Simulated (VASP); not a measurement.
Input of a VASP 6.6.1 run:

The input INCAR:

```
SYSTEM = BeB3
PREC = Accurate ; ENCUT = 600
EDIFF = 1E-6 ; ISMEAR = 0
SIGMA = 0.1 ; LREAL = .FALSE.
LASPH = .TRUE. ; NELM = 60
ALGO = Fast ; ISIF = 3
LWAVE = .FALSE. ; LCHARG = .FALSE.
GGA = PE ; IBRION = 2
NSW = 100 ; EDIFFG = -0.01
```

KPOINTS

```
regular mesh
0
G
  10 10 10
  0 0 0
```

Contents of POSCAR:

```
BeB3
1.0
    0.0000000000      3.6523812203      3.6523812203
    3.6523812203      0.0000000000      3.6523812203
    3.6523812203      3.6523812203      0.0000000000
Be B
2 6
Direct
    0.2500000000      0.2500000000      0.2500000000
    0.0000000000      0.0000000000      0.0000000000
    0.5000000000      0.5000000000      0.5000000000
    0.7500000000      0.7500000000      0.7500000000
    0.6250000000      0.6250000000      0.6250000000
    0.6250000000      0.6250000000      0.1250000000
    0.6250000000      0.1250000000      0.6250000000
    0.1250000000      0.6250000000      0.6250000000
```

Potentials or basis: VASP PAW PBE potentials, release 64 (Be, B).

The run is started by

```console
$ cat potpaw_PBE.64/Be/POTCAR potpaw_PBE.64/B/POTCAR > POTCAR
$ mpirun -np 1 vasp_std > vasp.out
```

Task: Predict the relaxed volume.

Result: 12.21 Å³/atom.

Task: What does it give for the space group after relaxing (to 0.05 Å)?

Result: Fd-3m (No. 227).

Task: What does it give for the relaxed cell?

Result: a = 5.169 Å, b = 5.169 Å, c = 5.169 Å, α = 60.00°, β = 60.00°, γ = 60.00°.

Task: Estimate the band gap on the k mesh.

Result: None (metal or under the smearing width).

Final structure:
```yaml
crystal:
  lattice:
    - [0.00000, 3.65521, 3.65521]
    - [3.65521, 0.00000, 3.65521]
    - [3.65521, 3.65521, 0.00000]
  atoms:
    - { symbol: Be, position: [0.25000, 0.25000, 0.25000] }
    - { symbol: Be, position: [0.00000, 0.00000, 0.00000] }
    - { symbol: B, position: [0.50000, 0.50000, 0.50000] }
    - { symbol: B, position: [0.75000, 0.75000, 0.75000] }
    - { symbol: B, position: [0.62500, 0.62500, 0.62500] }
    - { symbol: B, position: [0.62500, 0.62500, 0.12500] }
    - { symbol: B, position: [0.62500, 0.12500, 0.62500] }
    - { symbol: B, position: [0.12500, 0.62500, 0.62500] }
```
